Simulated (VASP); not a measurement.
```xyz
4
Lattice="0.0006 4.0046 3.9983 4.0046 0.0006 3.9983 2.0026 2.0026 0.0000" Properties=species:S:1:pos:R:3 pbc="T T T"
Pt     0.0000     0.0000     0.0000
Ag     2.0023     0.0003     1.9991
Ag     0.0003     2.0023     1.9991
Ag     2.0026     2.0026     3.9983
```

Calculation: PBEsol GGA, VASP's PBE PAW potentials (set 64) (plane waves; VASP). Numerical set-up: 400 eV cut-off, Gaussian smearing of 0.050 eV, potentials Pt Ag.

Unless said otherwise, spin-orbit coupling is left out, though it shifts the bands of the heavy elements here.

Problem. Predict the band gap (along the path) with the smallest direct gap where there is one.

Solution. 
The band gap (along the path) is none (metal, semimetal or under 0.01 eV).

The structure was generated: Ag3Pt was put into an ordered model structure (Cmmm), which need not be its known phase. It was relaxed first. The electron count is odd and the run is not spin-polarised, which forces a metal.
